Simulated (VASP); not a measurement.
**InP: excitons from the Bethe-Salpeter equation**

Wanted: the lowest vertical excitons of InP and its absorption. The cell is of the zinc-blende type, one of the forms listed for this formula. The start is a cell from a database of measured crystal structures.

Program: VASP 6.6.1. Level of theory: LDA; plane waves and PAW (In_d_GW, P_GW), in the first sound run; inputs show where later runs differ. Results are calculated unless marked as measured.

This is a report of a sequence of runs, with most program output left out.

The database entry behind the starting cell differs from later determinations by our own check (0.1 to 0.3 % short, probably kX units), so it need not match the best structure at ambient conditions.

**1. Set-up**

The structure is cubic, space group F-43m (No. 216). Conventional cell: a = 5.861 Å, b = 5.861 Å, c = 5.861 Å, α = 90.00°, β = 90.00°, γ = 90.00°. Nearest to In lie 4 P at 2.54 Å. Nearest to P lie 4 In at 2.54 Å. Farther neighbours are not listed.

**2. Ground state**

The orbitals come from a self-consistent LDA run with a tight EDIFF and a narrow smearing. KPOINTS_OPT adds the bands along a path, which shows whether the mesh holds the band edges.

The input, INCAR:

```
SYSTEM = InP
PREC = Accurate
ENCUT = 300
EDIFF = 1E-08
NELM = 100
ISMEAR = 0
SIGMA = 0.01
LREAL = .FALSE.
ALGO = Normal
GGA = CA
NBANDS = 15
LORBIT = 11
LWAVE = .TRUE.
LCHARG = .FALSE.
KPAR = 8
```

The input, POSCAR:

```
InP
1.0
    0.0000000000      2.9305000000      2.9305000000
    2.9305000000      0.0000000000      2.9305000000
    2.9305000000      2.9305000000      0.0000000000
In P
1 1
Direct
    0.0000000000      0.0000000000      0.0000000000
    0.7500000000      0.7500000000      0.7500000000
```

The input, KPOINTS:

```
Automatic mesh
0
Gamma
8 8 8
0 0 0
```

The input, KPOINTS_OPT:

```
Line mode
12
Line-mode
Reciprocal
  0.00000000   0.00000000   0.00000000 GAMMA
  0.50000000   0.00000000   0.50000000 X

  0.50000000   0.00000000   0.50000000 X
  0.50000000   0.25000000   0.75000000 W

  0.50000000   0.25000000   0.75000000 W
  0.37500000   0.37500000   0.75000000 K

  0.37500000   0.37500000   0.75000000 K
  0.00000000   0.00000000   0.00000000 GAMMA

  0.00000000   0.00000000   0.00000000 GAMMA
  0.50000000   0.50000000   0.50000000 L

  0.50000000   0.50000000   0.50000000 L
  0.62500000   0.25000000   0.62500000 U

  0.62500000   0.25000000   0.62500000 U
  0.50000000   0.25000000   0.75000000 W

  0.50000000   0.25000000   0.75000000 W
  0.50000000   0.50000000   0.50000000 L

  0.50000000   0.50000000   0.50000000 L
  0.37500000   0.37500000   0.75000000 K

  0.62500000   0.25000000   0.62500000 U
  0.50000000   0.00000000   0.50000000 X
```

PAW data sets: In_d_GW and P_GW (LDA family, release 64).

The run is started by

```sh
mpirun -np 8 vasp_std
```

Run time: 4.6 s. Hardware: 8 MPI ranks of AMD EPYC 9R45, shared host; peak memory 0.98 GiB; 29 s of CPU time.

Numbers from this step:

| Property | Result |
| --- | --- |
| free energy (TOTEN) | -9.614 eV |
| Fermi energy | 3.808 eV |
| pressure | -1.516 GPa |
| least gap on mesh and path | 0.5029 eV |
| least direct gap on mesh and path | 0.5029 eV |

The highest empty bands on the path are converged less tightly, to about 0.1 eV. Electronic bands along the path, in eV, zero at the valence-band top; v1 is the highest filled band, c1 the lowest empty one:

| point | v3 | v2 | v1 | c1 | c2 | c3 | c4 |
| --- | --- | --- | --- | --- | --- | --- | --- |
| Γ | 0.00 | 0.00 | 0.00 | 0.50 | 3.96 | 3.96 | 3.96 |
| 0.45 of the way | -3.09 | -1.28 | -1.28 | 2.48 | 2.95 | 5.94 | 5.94 |
| X | -5.86 | -2.36 | -2.36 | 1.60 | 2.12 | 8.99 | 9.41 |
| 0.45 of the way | -5.81 | -2.66 | -2.66 | 2.39 | 2.84 | 7.75 | 7.75 |
| W | -5.72 | -3.01 | -2.98 | 4.18 | 4.28 | 5.40 | 6.04 |
| 0.45 of the way | -5.71 | -3.26 | -2.48 | 3.12 | 4.31 | 6.13 | 6.67 |
| K | -5.72 | -3.37 | -1.97 | 2.21 | 4.27 | 7.37 | 7.39 |
| 0.45 of the way | -4.17 | -2.31 | -0.70 | 2.78 | 4.74 | 5.01 | 5.03 |
| Γ | 0.00 | 0.00 | 0.00 | 0.50 | 3.96 | 3.96 | 3.96 |
| 0.45 of the way | -3.18 | -0.50 | -0.50 | 1.65 | 4.61 | 4.61 | 4.91 |
| L | -5.83 | -0.99 | -0.99 | 1.32 | 4.70 | 4.70 | 6.90 |
| 0.45 of the way | -5.70 | -2.39 | -1.35 | 2.47 | 4.32 | 5.52 | 6.88 |
| U | -5.72 | -3.37 | -1.97 | 2.21 | 4.27 | 7.37 | 7.39 |
| 0.45 of the way | -5.71 | -3.29 | -2.35 | 2.87 | 4.30 | 6.36 | 6.85 |
| W | -5.72 | -3.01 | -2.98 | 4.18 | 4.28 | 5.40 | 6.04 |
| 0.55 of the way | -5.67 | -2.59 | -1.56 | 2.88 | 4.06 | 5.70 | 7.00 |
| L | -5.83 | -0.99 | -0.99 | 1.32 | 4.70 | 4.70 | 6.90 |
| 0.45 of the way | -5.70 | -2.39 | -1.35 | 2.47 | 4.32 | 5.52 | 6.88 |
| K | -5.72 | -3.37 | -1.97 | 2.21 | 4.27 | 7.37 | 7.39 |
| jump to U | -5.72 | -3.37 | -1.97 | 2.21 | 4.27 | 7.37 | 7.39 |
| 0.55 of the way | -5.83 | -2.74 | -2.28 | 1.85 | 2.63 | 8.30 | 8.68 |
| X | -5.86 | -2.36 | -2.36 | 1.60 | 2.12 | 8.99 | 9.41 |

Of the projections kept (In, P), the largest for each band there; the rest of the weight can lie on other orbitals:

| point | v3 | v2 | v1 | c1 | c2 | c3 | c4 |
| --- | --- | --- | --- | --- | --- | --- | --- |
| Γ | P 0.76 | P 0.76 | P 0.76 | P 0.51 | In 0.78 | In 0.78 | In 0.78 |
| X | In 0.73 | P 0.64 | P 0.64 | In 0.64 | In 0.64 | P 0.76 | In 0.53 |
| W | In 0.74 | P 0.63 | P 0.58 | P 0.68 | P 0.55 | In 0.67 | In 0.63 |
| K | In 0.72 | P 0.60 | P 0.65 | In 0.63 | P 0.57 | P 0.58 | In 0.51 |
| Γ | P 0.76 | P 0.76 | P 0.76 | P 0.51 | In 0.78 | In 0.78 | In 0.78 |
| L | In 0.62 | P 0.69 | P 0.69 | In 0.61 | In 0.67 | In 0.67 | P 0.69 |

The cell has a gap of 0.503 eV on mesh and path. Spin-orbit coupling is left out, which can shift or reorder these edges.

**3. Empty bands**

The next step needs empty bands that the ground-state run didn't converge, so the Hamiltonian is diagonalised exactly for NBANDS bands, in a single step. LOPTICS writes the k-derivatives of the orbitals (WAVEDER), which give the long-wavelength limit of the screening.

The input, INCAR:

```
SYSTEM = InP
PREC = Accurate
ENCUT = 300
ISMEAR = 0
SIGMA = 0.01
LREAL = .FALSE.
GGA = CA
NBANDS = 120
ALGO = Exact
NELM = 1
LWAVE = .TRUE.
LCHARG = .FALSE.
LOPTICS = .TRUE.
NEDOS = 1000
CSHIFT = 0.1
```

POSCAR is that of step 2.

KPOINTS is that of step 2.

The run is started by

```sh
mpirun -np 8 vasp_std
```

Wall time 4.6 s (8 MPI ranks); peak memory 1 GiB; 29 s of CPU time.

The gap is read on the k-mesh alone, so it is an upper bound where the band edges lie off the mesh.

Numbers from this step:

```
gap on the k-mesh              : 0.5029 eV
least direct gap on the k-mesh : 0.5029 eV
```

WAVECAR now holds 120 bands for 18 electrons. Its independent-particle dielectric tensor has xx, yy, zz = 22.5, 22.5, 22.5 on this mesh, which isn't tested for convergence in mesh or bands and lacks local fields.

**4. evGW0**

This step: evGW0 on LDA; plane waves and PAW (In_d_GW, P_GW) (VASP 6.6.1).

The lowest NBANDSGW levels in G are updated for four passes while W stays fixed, so the result depends less on the starting levels. LWAVE keeps the quasiparticle levels in WAVECAR, and the W files hold the screened interaction for the next step.

The input, INCAR:

```
SYSTEM = InP
PREC = Accurate
ENCUT = 300
ISMEAR = 0
SIGMA = 0.01
LREAL = .FALSE.
GGA = CA
NBANDS = 120
ALGO = EVGW0
NELMGW = 4
ENCUTGW = 100
NOMEGA = 48
PRECFOCK = Fast
NBANDSGW = 24
LWAVE = .TRUE.
LCHARG = .FALSE.
```

POSCAR is that of step 3.

KPOINTS is that of step 3.

The run is started by

```sh
mpirun -np 8 vasp_std
```

Wall time 27 min (8 MPI ranks); peak memory 3.4 GiB; 3.4 h of CPU time.

Numbers from this step:

```
quasiparticle gap on the mesh                 : 1.272 eV
smallest direct quasiparticle gap on the mesh : 1.272 eV
gap of the starting orbitals on the mesh      : 0.5029 eV
```

QP gap by iteration, by row:

| iteration | gap (eV) | direct gap (eV) |
| --- | --- | --- |
| 1 | 1.179 | 1.179 |
| 2 | 1.26 | 1.26 |
| 3 | 1.27 | 1.27 |
| 4 | 1.272 | 1.272 |

GW takes the gap from 0.503 to 1.272 eV. Spin-orbit coupling is left out. The value holds for 120 bands, ENCUTGW = 100 eV and this mesh, and isn't shown to be converged in them.

**5. BSE, Tamm-Dancoff**

This step: BSE on evGW0 on LDA; plane waves and PAW (In_d_GW, P_GW) (VASP 6.6.1).

The Bethe-Salpeter equation adds the screened attraction of electron and hole to the quasiparticle pairs; ANTIRES = 0 leaves out the coupling to antiresonant pairs.

The input, INCAR:

```
SYSTEM = InP
PREC = Accurate
ENCUT = 300
ISMEAR = 0
SIGMA = 0.01
LREAL = .FALSE.
GGA = CA
NBANDS = 120
ALGO = BSE
NBANDSO = 4
NBANDSV = 4
OMEGAMAX = 25
NEDOS = 1000
CSHIFT = 0.1
PRECFOCK = Fast
LWAVE = .FALSE.
LCHARG = .FALSE.
ENCUTGW = 100
ANTIRES = 0
```

POSCAR is that of step 4.

KPOINTS is that of step 4.

The run is started by

```sh
mpirun -np 8 vasp_std
```

Elapsed: 1.9 min, on 8 MPI ranks; peak memory 6 GiB; 15 min of CPU time.

Numbers from this step:

* lowest excitation: 1.198 eV

The imaginary dielectric function, xx has structure finer than the step of the table below, so its rows give means over 1 eV, whole bins alone (the curve runs from 0 to 25 eV). Peaks (eV: height): 1.2: 27.2, 2.3: 14.7, 2.9: 26.4, 3.8: 15.9, 4.2: 19.9, 4.8: 26.0, 6.1: 12.9.

From 4 filled and 4 empty bands alone, without any pair above OMEGAMAX = 25 eV, so strength is missing wherever others contribute; lines are broadened by CSHIFT, which also makes the tail under the first line. Imaginary dielectric function, xx against photon energy; means over each step:

| photon energy (eV) | imaginary dielectric function, xx |
| --- | --- |
| 1 | 7.70 |
| 2 | 4.94 |
| 3 | 11.7 |
| 4 | 14.2 |
| 5 | 13.5 |
| 6 | 8.24 |
| 7 | 4.10 |
| 8 | 2.62 |
| 9 | 2.09 |
| 10 | 1.01 |
| 11 | 0.586 |
| 12 | 0.294 |
| 13 | 0.324 |
| 14 | 0.314 |
| 15 | 0.175 |
| 16 | 0.118 |
| 17 | 0.0825 |
| 18 | 0.0364 |
| 19 | 0.0138 |
| 20 | 0.00767 |
| 21 | 0.00613 |
| 22 | 0.00510 |
| 23 | 0.00433 |
| 24 | 0.00372 |

Some of the lowest 40 states alone, with states under 2.5 meV apart joined, scaled to the strongest line shown. Lines of the exciton spectrum (strongest = 100):

| position (eV) | lines merged | oscillator strength |
| --- | --- | --- |
| 1.198 | 3 | 100 |
| 2.331 | 3 | 52 |
| 2.351 | 5 | 0.0 |
| 2.359 | 8 | 0.1 |
| 2.917 | 3 | 66 |
| 2.926 | 3 | 0.0 |
| 2.929 | 2 | 0.0 |
| 2.932 | 8 | 0.0 |

The lowest excitation lies at 1.198 eV, -74 meV against the direct gap of these orbitals, a distance that this coarse mesh makes far too large. Peak heights aren't converged with the mesh, least of all at the onset.

**6. Without the electron-hole attraction**

This step: BSE on evGW0 on LDA, without the electron-hole attraction; plane waves and PAW (In_d_GW, P_GW) (VASP 6.6.1).

LADDER = .FALSE. removes the attraction and keeps the local fields, which shows what the attraction does.

Edit INCAR of step 5 so:

```diff
@@ -19 +19,2 @@
 ANTIRES = 0
+LADDER = .FALSE.
```

POSCAR is that of step 5.

KPOINTS is that of step 5.

The run is started by

```sh
mpirun -np 8 vasp_std
```

It took 81 s on 8 MPI ranks; peak memory 5.8 GiB.

This step gave:

```yaml
lowest_excitation: 1.274 eV
```

The imaginary dielectric function, xx has structure finer than the step of the table below, so its rows give means over 0.5 eV, whole bins alone (the curve runs from 0 to 25 eV). Peaks (eV: height): 1.25: 24.7, 2.43: 11.3, 3.13: 18.5, 4.30: 16.0, 5.00: 23.5, 6.51: 15.5.

From 4 filled and 4 empty bands alone, without any pair above OMEGAMAX = 25 eV, so strength is missing wherever others contribute; lines are broadened by CSHIFT, which also makes the tail under the first line. Imaginary dielectric function, xx against photon energy; means over each step:

photon energy (eV), imaginary dielectric function, xx and a bar:
```
      0.5        0.4 #
      1.0        6.1 ##########
      1.5        8.5 ##############
      2.0        1.6 ###
      2.5        6.1 ##########
      3.0       11.4 ###################
      3.5        5.9 ##########
      4.0        9.1 ###############
      4.5       12.0 ####################
      5.0       17.8 ##############################
      5.5       10.2 #################
      6.0        6.8 ############
      6.5       12.6 #####################
      7.0        6.2 ###########
      7.5        5.5 #########
      8.0        4.2 #######
      8.5        2.9 #####
      9.0        3.8 ######
      9.5        3.2 #####
     10.0        2.4 ####
     10.5        1.6 ###
     11.0        1.1 ##
     11.5        1.2 ##
     12.0        0.7 #
     12.5        0.4 #
     13.0        0.4 #
     13.5        0.3 #
     14.0        0.5 #
     14.5        0.4 #
     15.0        0.3 
     15.5        0.2 
     16.0        0.2 
     16.5        0.2 
     17.0        0.2 
     17.5        0.2 
     18.0        0.2 
     18.5        0.1 
     19.0        0.1 
     19.5        0.0 
     20.0        0.0 
     20.5        0.0 
     21.0        0.0 
     21.5        0.0 
     22.0        0.0 
     22.5        0.0 
     23.0        0.0 
     23.5        0.0 
     24.0        0.0 
     24.5        0.0
```

The lowest excitation lies at 1.274 eV, +76 meV against the Tamm-Dancoff singlet. Peak heights aren't converged with the mesh, least of all at the onset.

**7. Summary**

This step: BSE on evGW0 on LDA; plane waves and PAW (VASP 6.6.1).

This step runs nothing: it gathers the runs above.

Cost is wall time times ranks on a shared host, for this step alone, without the steps before it. Excitations by level:

| level | first excitation (eV) | cost (core minutes) |
| --- | --- | --- |
| BSE, Tamm-Dancoff | 1.198 | 15.07 |
| without the electron-hole attraction | 1.274 | 10.8 |

**8. Outcome**

* BSE, Tamm-Dancoff: lowest vertical excitation 1.198 eV; direct gap 1.272 eV
* without the electron-hole attraction: lowest vertical excitation 1.274 eV; direct gap 1.272 eV

What this shows: The Bethe-Salpeter equation puts the lowest vertical singlet excitation at 1.198 eV, 0.07 eV below the direct gap of 1.272 eV; the states within 10 meV of it carry 100 % of the strength of the strongest such group among the lowest 40 states. The attraction moves the centre of weight of eps2 xx over the computed range by -0.81 eV against the run without the attraction, a shift that holds the same mesh error. The binding energy was not obtained: in a well-screened crystal the exciton spreads over many cells, and on this mesh its distance from the gap is set by the mesh and is far too large. On such a mesh the heights of single peaks aren't converged either. Bands, response cutoff and mesh of the GW step weren't tested in this session. Only the bands set by NBANDSO and NBANDSV form pairs, and any pair above OMEGAMAX = 25 eV is dropped, so the spectrum is that of this window; the window can cut degenerate bands. Spin-orbit coupling is left out; with In in the cell it can split or shift band edges, by an amount that depends on which atoms form them and isn't tested here. Not tabulated here, as repeats of values shown or as unfit to read for their mesh, reference level or band range: eps2 curves (empty bands); eps1 curves and static values (BSE, empty bands, without the electron-hole attraction); exciton binding energies (BSE); line lists of runs without attraction (without the electron-hole attraction).

[Lines on the potential files, build, host, timing and source positions are cut from VASP's logs without a mark.]

[Logs are printed without paths, hosts, clocks, repeated set-up lines and the standing remarks that a program may print on its own settings, such as how far it seeks lower states.]

[Hosts, paths, dates, database ids (printed as entryN), source tags and the programs' standing remarks are cut or masked in the printed files.]

[Pressures printed for these runs are not shown converged in the cutoff: they can be off by several GPa and have the wrong sign.]
